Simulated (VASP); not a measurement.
ZnCd3Se3S:

```
Zn Cd Se S
1.0
     4.26265    2.46104    3.46333
    -4.26265    2.46104    3.46333
     0.00000   -4.92209    3.46333
Zn Cd Se S
1 3 3 1
Cartesian
  0.0000 0.0000 10.3048
  -2.0877 1.2053 6.9581
  2.0877 1.2053 6.9581
  0.0000 -2.4107 6.9581
  -2.2390 1.2927 4.2840
  2.2390 1.2927 4.2840
  0.0000 -2.5854 4.2840
  0.0000 0.0000 7.9140
```

The cell was built by a generator and needn't be a form met in nature.

Base run:

```yaml
Program: VASP 6.6.1
Functional: PBE
Potentials_or_basis: VASP PAW PBE potentials, release 64 (Zn, Cd, Se, S)
Cutoff: 520 eV
k_mesh: 4 × 4 × 4
Occupations: gaussian, width 0.03 eV
Spin: no spin polarisation
```

Its results: band gap on the k mesh 0.69 eV, direct; pressure 0.0 GPa; largest force 0.004 eV/Å.

Problem. The run is repeated on the same cell with these changes: functional from PBE to PBEsol. What comes out?

Solution. Band gap on the k mesh 0.57 eV, direct; pressure -2.7 GPa; largest force 0.016 eV/Å.

PBEsol binds more tightly than PBE, so the same cell stands under less pressure.

Caveats: the PAW data sets were made with another functional, which shifts forces and pressure a little (some runs).

Not every run made on this cell is shown here.
